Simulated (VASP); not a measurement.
SiCl5:

```
Si Cl
1.0
     6.13623    0.00000    0.00000
    -3.06811    5.31413    0.00000
     0.00000    0.00000    5.12227
Si Cl
1 5
Direct
  0.00000 0.00000 0.00000
  0.33333 0.66667 0.00000
  0.66667 0.33333 0.00000
  0.50000 0.00000 0.50000
  0.50000 0.50000 0.50000
  0.00000 0.50000 0.50000
```

The cell was built by a generator and needn't be a form met in nature.

* Program: VASP 6.6.1
* Task: relaxation of cell and atoms
* Functional: PBE
* Potentials or basis: VASP PAW PBE potentials, release 64 (Si, Cl)
* Cutoff: 520 eV
* k mesh: 3 × 3 × 4
* Occupations: gaussian, width 0.15 eV
* Spin: no spin polarisation

At the start: pressure -3.0 GPa; volume 27.84 Å³/atom.

Question: How do energy, volume and symmetry change on relaxing?

Answer: Over 14 steps the energy falls by 504.9 meV/atom and the volume is 27.66 Å³/atom (-0.6 %); space group P6/mmm (No. 191, to 0.05 Å).

Step by step:
| step | energy change (eV) | largest force (eV/Å) | pressure (GPa) | volume (Å³) |
| --- | --- | --- | --- | --- |
| 1 | 0.0000 | 0.0000 | -3.03 | 167.03 |
| 2 | -0.7665 | 0.0000 | -2.58 | 154.33 |
| 3 | -1.7473 | 0.0000 | 0.28 | 136.92 |
| 4 | 0.3208 | 0.0000 | 29.85 | 103.33 |
| 5 | -1.9304 | 0.0000 | 2.52 | 130.81 |
| 6 | -1.9555 | 0.0000 | 4.72 | 126.45 |
| 7 | -2.4726 | 0.0000 | 5.09 | 131.05 |
| 8 | -2.5682 | 0.0000 | 6.30 | 133.43 |
| 9 | -2.9804 | 0.0000 | 0.34 | 156.25 |
| 10 | -2.9872 | 0.0000 | -0.64 | 161.79 |
| 11 | -2.9880 | 0.0000 | -0.34 | 160.37 |
| 12 | -2.9879 | 0.0000 | -0.25 | 160.94 |
| 13 | -3.0166 | 0.0000 | -0.33 | 163.39 |
| 14 | -3.0295 | 0.0000 | -0.09 | 165.96 |

Final structure:
```
Si Cl
1.0
     5.12257    0.00000    0.00000
    -2.56128    4.43628    0.00000
     0.00000    0.00000    7.30312
Si Cl
1 5
Direct
  0.00000 0.00000 0.00000
  0.33333 0.66667 0.00000
  0.66667 0.33333 0.00000
  0.50000 0.00000 0.50000
  0.50000 0.50000 0.50000
  0.00000 0.50000 0.50000
```

Caveat: the k mesh is coarse (spacing up to 0.39 Å⁻¹), so the values aren't converged; this functional lacks dispersion, which binds the layers, so the pressure and a relaxed spacing across them are unreliable; an odd number of electrons without spin polarisation forces a metal; a magnetic or distorted state may lie lower.
